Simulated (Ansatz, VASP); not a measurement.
**Two plane-wave programs on LiMnCl3**

```
Li Mn Cl
1.0
     4.60380    0.00000    0.00000
     0.00000    4.60380    0.00000
     0.00000    0.00000    4.60380
Li Mn Cl
1 1 3
Direct
  0.50000 0.50000 0.50000
  0.00000 0.00000 0.00000
  0.50000 0.00000 0.00000
  0.00000 0.50000 0.00000
  0.00000 0.00000 0.50000
```

Alike in both runs: task single point; functional PBE; k mesh 4 × 4 × 4; occupations gaussian, width 0.1 eV; collinear spin.

|  | VASP | Ansatz |
| --- | --- | --- |
| version | VASP 6.6.1 | Ansatz 0.2.0 |
| potentials or method | VASP PAW PBE potentials, release 64 (Li_sv, Mn_pv, Cl) | scalar-relativistic, plane waves, PAW |
| plane-wave cutoff (eV) | 520 | 420 |
| valence electrons in the cell | 37 | 39 |

```tsv
	VASP	Ansatz	Ansatz less VASP
gap on the k mesh at the Fermi level (eV)	none	none	-
net moment per atom (μB)	0.93	0.93	0.000
size of the moment on the site where the two differ most (μB)	4.09	3.86	-0.230
```

Site moments also hang on the region over which each program counts them. A gap of «none» marks a metal or a gap that the smearing closes. The functional is the same, so the differences come from potentials, cutoffs and numerics. The two sets of potentials don't hold the same shells in valence.

Caveats: a cell with one magnetic atom can't hold antiferromagnetic order, which such compounds often take; semilocal functionals often make such compounds metallic where correlation or magnetic order opens a gap, which also shifts bond lengths.
